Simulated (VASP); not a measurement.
Output of a VASP run:

### OSZICAR
```
       N       E                     dE             d eps       ncg     rms          rms(c)
DAV:   1    -0.174514920503E+01   -0.17451E+01   -0.14440E+03   576   0.605E+02
DAV:   2    -0.662167322916E+01   -0.48765E+01   -0.48677E+01   828   0.665E+01
DAV:   3    -0.671628272438E+01   -0.94609E-01   -0.94609E-01   654   0.902E+00
DAV:   4    -0.671776291337E+01   -0.14802E-02   -0.14802E-02   780   0.101E+00
DAV:   5    -0.671777213634E+01   -0.92230E-05   -0.92230E-05   666   0.592E-02    0.277E+00
DAV:   6    -0.652834116326E+01    0.18943E+00   -0.18043E-01   672   0.176E+00    0.135E+00
DAV:   7    -0.646635440260E+01    0.61987E-01   -0.20934E-01   720   0.207E+00    0.198E-01
DAV:   8    -0.646735281229E+01   -0.99841E-03   -0.62492E-03   642   0.686E-01    0.451E-02
DAV:   9    -0.646730273687E+01    0.50075E-04   -0.25281E-04   804   0.831E-02    0.118E-02
DAV:  10    -0.646730211524E+01    0.62163E-06   -0.59130E-06   642   0.240E-02
   1 F= -.64673021E+01 E0= -.64673021E+01  d E =-.646730E+01
       N       E                     dE             d eps       ncg     rms          rms(c)
DAV:   1    -0.648407925876E+01   -0.16777E-01   -0.10225E-01   750   0.317E+00    0.628E-01
DAV:   2    -0.648230223756E+01    0.17770E-02   -0.63376E-03   738   0.719E-01    0.386E-01
DAV:   3    -0.648112416612E+01    0.11781E-02   -0.24857E-03   960   0.302E-01    0.533E-02
DAV:   4    -0.648110171226E+01    0.22454E-04   -0.46597E-05   738   0.859E-02    0.158E-02
DAV:   5    -0.648110008335E+01    0.16289E-05   -0.23791E-05   840   0.364E-02    0.327E-03
DAV:   6    -0.648109999792E+01    0.85430E-07   -0.56926E-07   378   0.900E-03
   2 F= -.64811000E+01 E0= -.64811000E+01  d E =-.137979E-01
       N       E                     dE             d eps       ncg     rms          rms(c)
DAV:   1    -0.651133258417E+01   -0.30233E-01   -0.50505E-01   714   0.736E+00    0.137E+00
DAV:   2    -0.650327556642E+01    0.80570E-02   -0.32208E-02   666   0.171E+00    0.846E-01
DAV:   3    -0.649770837099E+01    0.55672E-02   -0.12516E-02   972   0.698E-01    0.129E-01
DAV:   4    -0.649757417428E+01    0.13420E-03   -0.19722E-04   768   0.189E-01    0.386E-02
DAV:   5    -0.649756473896E+01    0.94353E-05   -0.10590E-04   846   0.806E-02    0.359E-03
DAV:   6    -0.649756501118E+01   -0.27222E-06   -0.20534E-06   618   0.160E-02
   3 F= -.64975650E+01 E0= -.64975650E+01  d E =-.302629E-01
       N       E                     dE             d eps       ncg     rms          rms(c)
DAV:   1    -0.650076748696E+01   -0.32027E-02   -0.67802E-02   744   0.261E+00    0.504E-01
DAV:   2    -0.649947710383E+01    0.12904E-02   -0.24959E-03   714   0.503E-01    0.301E-01
DAV:   3    -0.649876146134E+01    0.71564E-03   -0.15552E-03   918   0.243E-01    0.313E-02
DAV:   4    -0.649875342660E+01    0.80347E-05   -0.25820E-05   678   0.671E-02    0.488E-03
DAV:   5    -0.649875391055E+01   -0.48395E-06   -0.89205E-06   720   0.275E-02
   4 F= -.64987539E+01 E0= -.64987539E+01  d E =-.314518E-01
```

File OUTCAR:
```
------------------------ aborting loop because EDIFF is reached ----------------------------------------
  FORCE on cell =-STRESS in cart. coord.  units (eV):
  Direction    XX          YY          ZZ          XY          YZ          ZX
  --------------------------------------------------------------------------------------
  Total        0.0050779      0.0050779      0.0050779     -0.0000000     -0.0000000      0.0000000
  in kB        0.5477770      0.5477770      0.5477770     -0.0000000     -0.0000000      0.0000000
  external PRESSURE =       0.5477770 kB  Pullay stress =       0.0000000 kB
  volume of cell :       14.85
      direct lattice vectors                 reciprocal lattice vectors
     0.000000000  1.950990019  1.950990019    -0.256280142  0.256280142  0.256280142
     1.950990019  0.000000000  1.950990019     0.256280142 -0.256280142  0.256280142
     1.950990019  1.950990019 -0.000000000     0.256280142  0.256280142 -0.256280142
  FREE ENERGIE OF THE ION-ELECTRON SYSTEM (eV)
  ---------------------------------------------------
  free  energy   TOTEN  =        -6.4987539106 eV

  energy  without entropy=       -6.4987539106  energy(sigma->0) =       -6.49875391

 reached required accuracy - stopping structural energy minimisation
```
(Selected blocks of OUTCAR.)

**POSCAR**
```
LiH
1
    0.0000000000     2.0400000000     2.0400000000
    2.0400000000     0.0000000000     2.0400000000
    2.0400000000     2.0400000000     0.0000000000
Li H
1 1
Direct
  0.0000000000   0.0000000000   0.0000000000
  0.5000000000   0.5000000000   0.5000000000
```

Reconstruct the remaining input files.

Several could match; the one computed here: the input of the run itself, LDA (Ceperley-Alder, Perdew-Zunger), plane waves, VASP's LDA PAW potentials (set 64).

File KPOINTS:
```
Automatic mesh
0
Gamma
10 10 10
0 0 0
```

### INCAR
```
ALGO=Normal
EDIFF=1E-6
EDIFFG=-0.01
ENCUT=520
IBRION=2
ISIF=3
ISMEAR=0
LASPH=.True.
LCHARG=.False.
LREAL=.False.
LWAVE=.False.
NELM=100
NSW=60
PREC=Accurate
SIGMA=0.05
SYSTEM=LiH
```

POTCAR, in this order: Li_sv H (LDA.64 set). Program: vasp_std.

Energy and stress use the plane-wave basis of the starting cell.

The compound is LiH in the rock salt structure. This run relaxes it. Symmetry was kept, so distortions that lower it aren't found.
